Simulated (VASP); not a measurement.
These are r2SCAN meta-GGA, VASP's PBE PAW potentials (set 64) (plane waves; VASP) values and carry that method's errors.

A VASP calculation is set up with these files.

### INCAR
```
! general
SYSTEM   =  Al2Cu
PREC     =  Accurate
ENCUT    =  400
LREAL    =  .FALSE.
LASPH    =  .TRUE.

! electronic loop
EDIFF    =  1E-6
NELM     =  100
ALGO     =  Normal
LMAXMIX  =  4
LMIXTAU  =  .TRUE.

! smearing
ISMEAR   =  1
SIGMA    =  0.1

! functional
METAGGA  =  R2SCAN

! ions
IBRION   =  2
NSW      =  60
ISIF     =  3
EDIFFG   =  -0.02

! output
LWAVE    =  .FALSE.
LCHARG   =  .FALSE.
```

### POSCAR
```
Al2Cu
1
    4.0775084868     0.0000000000     0.0000000000
    0.0000000000     4.0775084868     0.0000000000
    0.0000000000    -0.0000000000     2.8545454863
Al Cu
2 1
Direct
  0.5000000000   0.0000000000   0.5000000000
  0.0000000000   0.5000000000   0.5000000000
  0.0000000000   0.0000000000   0.0000000000
```

KPOINTS:
```
K-points
0
Gamma
  7 7 10
```

POTCAR, in this order: Al Cu (PBE.64 set). Program: vasp_std.

Output of the run:

**OSZICAR**
```
       N       E                     dE             d eps       ncg     rms          rms(c)
DAV:   1     0.512362358968E+02    0.51236E+02   -0.63214E+03  1448   0.126E+03
DAV:   2    -0.254303432933E+02   -0.76667E+02   -0.71449E+02  1440   0.240E+02
DAV:   3    -0.282449747106E+02   -0.28146E+01   -0.26990E+01  1852   0.615E+01
DAV:   4    -0.283089420934E+02   -0.63967E-01   -0.63917E-01  1748   0.752E+00
DAV:   5    -0.283119634513E+02   -0.30214E-02   -0.30212E-02  2120   0.185E+00    0.130E+01
DAV:   6    -0.272844238815E+02    0.10275E+01   -0.44223E+01  1664   0.251E+02    0.104E+01
DAV:   7    -0.244637035829E+02    0.28207E+01   -0.10116E+01  1740   0.106E+02    0.195E+00
DAV:   8    -0.244683969044E+02   -0.46933E-02   -0.15149E+00  2104   0.379E+01    0.222E+00
DAV:   9    -0.243967685201E+02    0.71628E-01   -0.21306E-01  1968   0.163E+01    0.846E-01
DAV:  10    -0.244082821976E+02   -0.11514E-01   -0.20383E-02  1508   0.144E+00    0.535E-01
DAV:  11    -0.243953850910E+02    0.12897E-01   -0.12427E-02  2052   0.177E+00    0.270E-01
DAV:  12    -0.244043008850E+02   -0.89158E-02   -0.11556E-02  1740   0.292E+00    0.529E-02
DAV:  13    -0.244043858056E+02   -0.84921E-04   -0.36417E-04  1668   0.194E-01    0.297E-02
DAV:  14    -0.244043959564E+02   -0.10151E-04   -0.17929E-04  1856   0.461E-01    0.280E-02
DAV:  15    -0.244043759818E+02    0.19975E-04   -0.61435E-05  1812   0.245E-01    0.757E-03
DAV:  16    -0.244043760232E+02   -0.41441E-07   -0.12873E-05  1984   0.844E-02    0.393E-03
DAV:  17    -0.244043754559E+02    0.56729E-06   -0.11204E-06   900   0.345E-02
   1 F= -.24404375E+02 E0= -.24404333E+02  d E =-.244044E+02
       N       E                     dE             d eps       ncg     rms          rms(c)
DAV:   1    -0.244054878003E+02   -0.11118E-02   -0.24750E-02  2244   0.264E+00    0.226E-01
DAV:   2    -0.244050210771E+02    0.46672E-03   -0.40352E-03  1796   0.241E+00    0.135E-01
DAV:   3    -0.244047287437E+02    0.29233E-03   -0.15350E-03  1776   0.155E+00    0.843E-02
DAV:   4    -0.244046252794E+02    0.10346E-03   -0.19451E-04  1968   0.388E-01    0.898E-03
DAV:   5    -0.244046226279E+02    0.26515E-05   -0.15914E-05  2024   0.718E-02    0.352E-03
DAV:   6    -0.244046229998E+02   -0.37185E-06   -0.48035E-06  1488   0.248E-02
   2 F= -.24404623E+02 E0= -.24404642E+02  d E =-.247544E-03
```

**OUTCAR**
```
------------------------ aborting loop because EDIFF is reached ----------------------------------------
  FORCE on cell =-STRESS in cart. coord.  units (eV):
  Direction    XX          YY          ZZ          XY          YZ          ZX
  --------------------------------------------------------------------------------------
  Total       -0.0371640     -0.0371640     -0.0257169      0.0000000     -0.0000000      0.0000000
  in kB       -1.2531696     -1.2531696     -0.8671750      0.0000000     -0.0000000      0.0000000
  external PRESSURE =      -1.1245047 kB  Pullay stress =       0.0000000 kB
  volume of cell :       47.51
      direct lattice vectors                 reciprocal lattice vectors
     4.074469640  0.000000000  0.000000000     0.245430716  0.000000000  0.000000000
     0.000000000  4.074469640 -0.000000000     0.000000000  0.245430716  0.000000000
     0.000000000 -0.000000000  2.862075055     0.000000000  0.000000000  0.349396847
 POSITION                                       TOTAL-FORCE (eV/Angst)
 -----------------------------------------------------------------------------------
      2.03723     -0.00000      1.43104         0.000000     -0.000000      0.000000
      0.00000      2.03723      1.43104         0.000000      0.000000      0.000000
      0.00000      0.00000      0.00000         0.000000      0.000000      0.000000
 -----------------------------------------------------------------------------------
    total drift:                               -0.000000     -0.000000     -0.000000
  FREE ENERGIE OF THE ION-ELECTRON SYSTEM (eV)
  ---------------------------------------------------
  free  energy   TOTEN  =       -24.4046229998 eV

  energy  without entropy=      -24.4046789480  energy(sigma->0) =      -24.40464165

 reached required accuracy - stopping structural energy minimisation
```
(Selected blocks of OUTCAR.)

### CONTCAR
```
Al2Cu
   1.00000000000000
     4.0744696397290872    0.0000000000000000    0.0000000000000000
     0.0000000000000000    4.0744696397290872   -0.0000000000000000
     0.0000000000000000   -0.0000000000000000    2.8620750551435199
  Al              Cu
     2     1
Direct
     0.5000000000000000    0.0000000000000000    0.5000000000000000
     0.0000000000000000    0.5000000000000000    0.5000000000000000
     0.0000000000000000    0.0000000000000000    0.0000000000000000
```

The structure comes from a computed database's Al2Cu entry (P4/mmm); how it stands against other phases isn't given here. This run relaxes it. Symmetry was kept, so distortions that lower it aren't found. The start is the result of an earlier pass. The electron count is odd and the run is not spin-polarised, which forces a metal.
